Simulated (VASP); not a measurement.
Computed with PBEsol GGA, VASP's PBE PAW potentials (set 64) (plane waves; VASP).

The input files of a VASP run:

File KPOINTS:
```
Automatic mesh
0
Gamma
13 13 13
0 0 0
```

### POSCAR
```
Sn
1.0
 -2.9135247591   2.9135247591   1.5800952641
  2.9135247591  -2.9135247591   1.5800952641
  2.9135247591   2.9135247591  -1.5800952641
Sn
2
Cart
  2.9135247591   0.0000000000   0.7900476320
  0.0000000000   0.0000000000   0.0000000000
```

### INCAR
```
ALGO=Normal
EDIFF=1E-6
EDIFFG=-0.02
ENCUT=500
GGA=PS
IBRION=2
ISIF=3
ISMEAR=1
LASPH=.TRUE.
LCHARG=.FALSE.
LMAXMIX=4
LREAL=.FALSE.
LWAVE=.FALSE.
NELM=100
NSW=40
PREC=Accurate
PSTRESS=50
SIGMA=0.1
SYSTEM=Sn
```

POTCAR, in this order: Sn_d (PBE.64 set). Program: vasp_std.

The resulting files:

**OUTCAR**
```
 ion  position               nearest neighbor table
   1  0.250  0.750  0.500-   2 3.02   2 3.02   2 3.02   2 3.02   2 3.76   2 3.76   2 3.76   2 3.76
  LATTYP: Found a body centered tetragonal cell.
 ALAT       =     5.8270495182
 C/A-ratio  =     0.5423311606
 Subroutine PRICEL returns:
 Original cell was already a primitive cell.
 Subroutine GETGRP returns: Found 16 space group operations
The static configuration has the point symmetry D_2d.
 The point group associated with its full space group is D_4h.
The dynamic configuration has the point symmetry D_2d.
 Subroutine INISYM returns: Found 16 space group operations
 Subroutine IBZKPT returns following result:
 Found    196 irreducible k-points:

 Following reciprocal coordinates:
            Coordinates               Weight
  0.000000  0.000000  0.000000      1.000000
  0.076923  0.000000  0.000000      8.000000
  0.153846 -0.000000  0.000000      8.000000
  0.230769  0.000000 -0.000000      8.000000
  0.307692 -0.000000  0.000000      8.000000
  0.384615  0.000000  0.000000      8.000000
  0.461538  0.000000 -0.000000      8.000000
  0.076923  0.076923  0.000000      8.000000
  0.153846  0.076923  0.000000     16.000000
  0.230769  0.076923  0.000000     16.000000
  0.307692  0.076923  0.000000     16.000000
  0.384615  0.076923  0.000000     16.000000
  0.461538  0.076923  0.000000     16.000000
 -0.461538  0.076923  0.000000     16.000000
 -0.384615  0.076923  0.000000     16.000000
 -0.307692  0.076923 -0.000000     16.000000
 -0.230769  0.076923  0.000000     16.000000
 -0.153846  0.076923 -0.000000     16.000000
 -0.076923  0.076923  0.000000      4.000000
  0.153846  0.153846  0.000000      8.000000
  0.230769  0.153846 -0.000000     16.000000
  0.307692  0.153846  0.000000     16.000000
  0.384615  0.153846 -0.000000     16.000000
...
```

OSZICAR:
```
       N       E                     dE             d eps       ncg     rms          rms(c)
DAV:   1     0.199218691347E+03    0.19922E+03   -0.14744E+04  7070   0.238E+03
DAV:   2     0.916498758053E+01   -0.19005E+03   -0.18801E+03  7066   0.443E+02
DAV:   3    -0.802950250077E+01   -0.17194E+02   -0.17008E+02  8072   0.138E+02
DAV:   4    -0.854858589774E+01   -0.51908E+00   -0.51587E+00  8080   0.260E+01
DAV:   5    -0.856847387774E+01   -0.19888E-01   -0.19887E-01  9564   0.470E+00    0.248E+00
DAV:   6    -0.853457449304E+01    0.33899E-01   -0.54901E-02  9210   0.377E+00    0.134E+00
DAV:   7    -0.852420448624E+01    0.10370E-01   -0.28662E-02  9226   0.265E+00    0.193E-01
DAV:   8    -0.852362543555E+01    0.57905E-03   -0.22342E-03  8492   0.743E-01    0.302E-02
DAV:   9    -0.852363149165E+01   -0.60561E-05   -0.60010E-05  9060   0.820E-02    0.147E-02
DAV:  10    -0.852363058391E+01    0.90774E-06   -0.47718E-06  7920   0.297E-02
   1 F= -.68493042E+01 E0= -.68493810E+01  d E =-.684930E+01
       N       E                     dE             d eps       ncg     rms          rms(c)
DAV:   1    -0.131329746214E+02   -0.46093E+01   -0.91200E+01  7626   0.148E+02    0.122E+01
DAV:   2    -0.915988432787E+01    0.39731E+01   -0.83855E+00  8388   0.565E+01    0.503E+00
DAV:   3    -0.840685370903E+01    0.75303E+00   -0.19457E+00  9212   0.250E+01    0.852E-01
DAV:   4    -0.836313568048E+01    0.43718E-01   -0.75699E-02  7282   0.251E+00    0.168E-01
DAV:   5    -0.836116404638E+01    0.19716E-02   -0.49800E-03  9502   0.849E-01    0.931E-02
DAV:   6    -0.836104742654E+01    0.11662E-03   -0.36029E-04  7674   0.244E-01    0.255E-02
DAV:   7    -0.836103750147E+01    0.99251E-05   -0.44573E-05 10184   0.103E-01    0.307E-03
DAV:   8    -0.836103680487E+01    0.69659E-06   -0.31100E-06  5836   0.212E-02
   2 F= -.68804719E+01 E0= -.68804446E+01  d E =-.311677E-01
       N       E                     dE             d eps       ncg     rms          rms(c)
DAV:   1    -0.920203153318E+01   -0.84099E+00   -0.17238E+01  7654   0.799E+01    0.457E+00
DAV:   2    -0.861740481745E+01    0.58463E+00   -0.96680E-01  9000   0.179E+01    0.209E+00
DAV:   3    -0.847551292122E+01    0.14189E+00   -0.45817E-01  9226   0.117E+01    0.237E-01
DAV:   4    -0.846945457257E+01    0.60583E-02   -0.18392E-02  8580   0.191E+00    0.916E-02
DAV:   5    -0.846864808877E+01    0.80648E-03   -0.89849E-04  9386   0.410E-01    0.378E-02
DAV:   6    -0.846856685911E+01    0.81230E-04   -0.12296E-04  8294   0.156E-01    0.534E-03
DAV:   7    -0.846856604828E+01    0.81083E-06   -0.67369E-06  9534   0.370E-02
   3 F= -.69124165E+01 E0= -.69124305E+01  d E =-.631123E-01
```

OUTCAR:
```
------------------------ aborting loop because EDIFF is reached ----------------------------------------
  FORCE on cell =-STRESS in cart. coord.  units (eV):
  Direction    XX          YY          ZZ          XY          YZ          ZX
  --------------------------------------------------------------------------------------
  Total        1.5720678      1.5720678      1.5531687      0.0000000     -0.0000000      0.0000000
  in kB       50.5114635     50.5114635     49.9042261      0.0000000     -0.0000000      0.0000000
  external PRESSURE =       0.3090510 kB  Pullay stress =      50.0000000 kB
  volume of cell :       49.86
      direct lattice vectors                 reciprocal lattice vectors
    -2.842701548  2.842701548  1.542657003     0.000000000  0.175889024  0.324116118
     2.842701548 -2.842701548  1.542657003     0.175889024  0.000000000  0.324116118
     2.842701548  2.842701548 -1.542657003     0.175889024  0.175889024  0.000000000
 POSITION                                       TOTAL-FORCE (eV/Angst)
 -----------------------------------------------------------------------------------
      2.84270      0.00000      0.77133         0.000000     -0.000000      0.000000
      0.00000      0.00000     -0.00000        -0.000000      0.000000     -0.000000
 -----------------------------------------------------------------------------------
    total drift:                                0.000000     -0.000000      0.000000
  FREE ENERGIE OF THE ION-ELECTRON SYSTEM (eV)
  ---------------------------------------------------
  free  energy   TOTEN  =        -8.4685660483 eV

  energy  without entropy=       -8.4686080478  energy(sigma->0) =       -8.46858005
  enthalpy is  TOTEN    =        -6.9124165380 eV   P V=        1.5561495103

 reached required accuracy - stopping structural energy minimisation
```
(Selected blocks of OUTCAR.)

### CONTCAR
```
Sn
   1.00000000000000
    -2.8427015481041025    2.8427015481041025    1.5426570032709179
     2.8427015481041025   -2.8427015481041025    1.5426570032709179
     2.8427015481041025    2.8427015481041025   -1.5426570032709179
  Sn
     2
Direct
     0.2500000000000000    0.7500000000000000    0.5000000000000000
     0.0000000000000000    0.0000000000000000    0.0000000000000000
```

Energy and stress use the plane-wave basis of the starting cell.

The compound is Sn in the beta structure. This run relaxes it under an external pressure of 5 GPa. Symmetry was kept, so distortions that lower it aren't found.
